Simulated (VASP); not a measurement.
Input:

```
CrB
1.0
    2.54834     0.00000     0.00000
    0.00000     2.54834     0.00000
    0.00000     0.00000     2.54834
Cr B
1 1
Direct
  0.00000   0.00000   0.00000
  0.50000   0.50000   0.50000
```

The numbers are results of PBEsol GGA, VASP's PBE PAW potentials (set 64) (plane waves; VASP), not measurements. Numerical set-up: 520 eV cut-off, Gaussian smearing of 0.050 eV, potentials Cr_pv B.

Problem. What does the run give for the band gap (along the path) with the smallest direct gap where there is one?

Solution. 
```yaml
band gap (along the path): none (metal, semimetal or under 0.01 eV)
```

Total energies compare only between runs with the same potentials, cut-off and functional.

The structure was generated: CrB was put into the CsCl type type (Pm-3m), which need not be its known phase. It was relaxed first, which changed the volume by -32 %. The run is not spin-polarised, so no magnetic state was tried. The electron count is odd and the run is not spin-polarised, which forces a metal.
